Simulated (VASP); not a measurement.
Input:

```xyz
4
Lattice="3.4561 0.0000 0.0000 0.0000 3.4561 0.0000 0.0000 0.0000 3.4561" Properties=species:S:1:pos:R:3 pbc="T T T"
Si     0.0000     0.0000     0.0000
Ni     0.0000     1.7281     1.7281
Ni     1.7281     0.0000     1.7281
Ni     1.7281     1.7281     0.0000
```

Calculation: AM05 GGA, VASP's PBE PAW potentials (set 64) (plane waves; VASP). Numerical set-up: 520 eV cut-off, 10×10×10 Γ-centred mesh, tetrahedra with Blöchl corrections, potentials Si Ni.

Q: Estimate the energy per atom (σ→0), band gap (on the k-mesh) with the smallest direct gap where there is one.

A: 
```yaml
band gap (on the k-mesh): none (metal, semimetal or under 0.01 eV)
energy per atom (σ→0): -6.385 eV/atom
```

Only differences to runs with the same potentials and settings are physical.

The compound is Ni3Si in the L1_2 structure. It was relaxed first. The run is not spin-polarised, so no magnetic state was tried.
